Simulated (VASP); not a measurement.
Runs of VASP 6.6.1 on RbP3. All rows change the cell; the cell of one of them follows. Symmetry: Pm-3m, No. 221, cubic system. Conventional cell: a = 5.076 Å, b = 5.076 Å, c = 5.076 Å, α = 90.00°, β = 90.00°, γ = 90.00°. Rb (site symmetry m-3m) is surrounded by 12 P at 3.59 Å. P (site symmetry 4/mmm) is surrounded by 4 Rb at 3.59 Å and 8 P at 3.59 Å. The cell was built by a generator and needn't be a form met in nature.

| task | cell | k mesh | cutoff (eV) | gap on the mesh (eV) | pressure (GPa) | relaxed volume (Å³/atom) |
| --- | --- | --- | --- | --- | --- | --- |
| single point | species swapped into the Gd3Dy type (Pm-3m, No. 221) | 4 × 4 × 4 | 520 | none | -7.9 | - |
| relaxation of cell and atoms | relaxed from: species swapped into the Gd3Dy type (Pm-3m, No. 221) | 10 × 10 × 10 | 600 | none | 0.0 | 20.83 |
| relaxation of cell and atoms | relaxed from: species swapped into the Gd3Dy type (Pm-3m, No. 221) | 4 × 4 × 4 | 600 | none | 0.0 | (a) |
| single point | species swapped into the Gd3Dy type (Pm-3m, No. 221) | 10 × 10 × 10 | 520 | none | 0.2 | - |

Alike in all rows: level PBE; potentials or basis VASP PAW PBE potentials, release 64 (Rb_sv, P); no spin polarisation; smearing gaussian 0.1 eV.

Task: Estimate the missing entries.

Result: (a) 20.89.

Caveats: the volume moved by over 15 % at a fixed basis, so the end points are rough (some runs).

A k mesh can miss the band edges, and the runs leave out spin-orbit coupling on Rb.

A gap of «none» marks a metal or a gap under the smearing width.
